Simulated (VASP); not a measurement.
A convergence study with VASP on FeAl (CsCl type): a few settings are varied, all else stays as given below, so the limit is that of these other settings.

```xyz
2
Lattice="2.9100 0.0000 0.0000 0.0000 2.9100 0.0000 0.0000 0.0000 2.9100" Properties=species:S:1:pos:R:3 pbc="T T T"
Al     1.4550     1.4550     1.4550
Fe     0.0000     0.0000     0.0000
```

These are PBE GGA, VASP's PBE PAW potentials (set 64) (plane waves; VASP) values and carry that method's errors. The last row used: 550 eV cut-off, 20×20×20 Γ-centred mesh, second-order Methfessel-Paxton smearing of 0.40 eV, potentials Al Fe.

```json
[
 {"setting": "ISMEAR = -1, SIGMA = 0.01, 7×7×7 mesh", "E (eV/atom)": "-6.3007", "pressure (GPa)": "-7.18", "irreducible k-points": "20"},
 {"setting": "ISMEAR = -1, SIGMA = 0.1, 7×7×7 mesh", "E (eV/atom)": "-6.3006", "pressure (GPa)": "-6.75", "irreducible k-points": "20"},
 {"setting": "ISMEAR = 0, SIGMA = 0.01, 7×7×7 mesh", "E (eV/atom)": "-6.3006", "pressure (GPa)": "-7.18", "irreducible k-points": "20"},
 {"setting": "ISMEAR = 0, SIGMA = 0.1, 7×7×7 mesh", "E (eV/atom)": "-6.3002", "pressure (GPa)": "-7.10", "irreducible k-points": "20"},
 {"setting": "ISMEAR = 1, SIGMA = 0.01, 7×7×7 mesh", "E (eV/atom)": "-6.3006", "pressure (GPa)": "-7.18", "irreducible k-points": "20"},
 {"setting": "ISMEAR = 1, SIGMA = 0.2, 7×7×7 mesh", "E (eV/atom)": "___", "pressure (GPa)": "___", "irreducible k-points": "20"},
 {"setting": "ISMEAR = 2, SIGMA = 0.05, 7×7×7 mesh", "E (eV/atom)": "-6.3007", "pressure (GPa)": "-7.18", "irreducible k-points": "20"},
 {"setting": "ISMEAR = 2, SIGMA = 0.2, 7×7×7 mesh", "E (eV/atom)": "-6.2999", "pressure (GPa)": "-7.17", "irreducible k-points": "20"},
 {"setting": "ISMEAR = -1, SIGMA = 0.01, 14×14×14 mesh", "E (eV/atom)": "-6.2941", "pressure (GPa)": "-7.11", "irreducible k-points": "120"},
 {"setting": "ISMEAR = -1, SIGMA = 0.2, 14×14×14 mesh", "E (eV/atom)": "-6.3042", "pressure (GPa)": "-5.72", "irreducible k-points": "120"},
 {"setting": "ISMEAR = 0, SIGMA = 0.01, 14×14×14 mesh", "E (eV/atom)": "-6.2941", "pressure (GPa)": "-7.12", "irreducible k-points": "120"},
 {"setting": "ISMEAR = 0, SIGMA = 0.2, 14×14×14 mesh", "E (eV/atom)": "-6.2947", "pressure (GPa)": "-6.82", "irreducible k-points": "120"},
 {"setting": "ISMEAR = 1, SIGMA = 0.01, 14×14×14 mesh", "E (eV/atom)": "-6.2941", "pressure (GPa)": "-7.12", "irreducible k-points": "120"},
 {"setting": "ISMEAR = 1, SIGMA = 0.4, 14×14×14 mesh", "E (eV/atom)": "-6.2941", "pressure (GPa)": "___", "irreducible k-points": "120"},
 {"setting": "ISMEAR = 2, SIGMA = 0.05, 14×14×14 mesh", "E (eV/atom)": "-6.2941", "pressure (GPa)": "-7.12", "irreducible k-points": "120"},
 {"setting": "ISMEAR = 2, SIGMA = 0.4, 14×14×14 mesh", "E (eV/atom)": "-6.2946", "pressure (GPa)": "-7.11", "irreducible k-points": "120"},
 {"setting": "ISMEAR = -1, SIGMA = 0.05, 20×20×20 mesh", "E (eV/atom)": "-6.2953", "pressure (GPa)": "-7.00", "irreducible k-points": "286"},
 {"setting": "ISMEAR = -1, SIGMA = 0.2, 20×20×20 mesh", "E (eV/atom)": "-6.3042", "pressure (GPa)": "-5.79", "irreducible k-points": "286"},
 {"setting": "ISMEAR = 0, SIGMA = 0.05, 20×20×20 mesh", "E (eV/atom)": "-6.2953", "pressure (GPa)": "-7.10", "irreducible k-points": "286"},
 {"setting": "ISMEAR = 0, SIGMA = 0.2, 20×20×20 mesh", "E (eV/atom)": "-6.2955", "pressure (GPa)": "-6.83", "irreducible k-points": "286"},
 {"setting": "ISMEAR = 1, SIGMA = 0.05, 20×20×20 mesh", "E (eV/atom)": "-6.2953", "pressure (GPa)": "-7.12", "irreducible k-points": "286"},
 {"setting": "ISMEAR = 1, SIGMA = 0.4, 20×20×20 mesh", "E (eV/atom)": "-6.2945", "pressure (GPa)": "-7.03", "irreducible k-points": "286"},
 {"setting": "ISMEAR = 2, SIGMA = 0.1, 20×20×20 mesh", "E (eV/atom)": "-6.2953", "pressure (GPa)": "-7.12", "irreducible k-points": "286"},
 {"setting": "ISMEAR = 2, SIGMA = 0.4, 20×20×20 mesh", "E (eV/atom)": "-6.2953", "pressure (GPa)": "-7.13", "irreducible k-points": "286"}
]
```

Complete the blanks.

- ISMEAR = 1, SIGMA = 0.2, 7×7×7 mesh, E (eV/atom): -6.2998
- ISMEAR = 1, SIGMA = 0.2, 7×7×7 mesh, pressure (GPa): -7.15
- ISMEAR = 1, SIGMA = 0.4, 14×14×14 mesh, pressure (GPa): -7.02

Left out are rungs that failed or repeat a setting and relaxations that didn't move; long series are thinned to 24 rows.

The compound is FeAl in the CsCl type structure. The cell was not relaxed at this level. The run is not spin-polarised, so no magnetic state was tried. The electron count is odd and the run is not spin-polarised, which forces a metal.
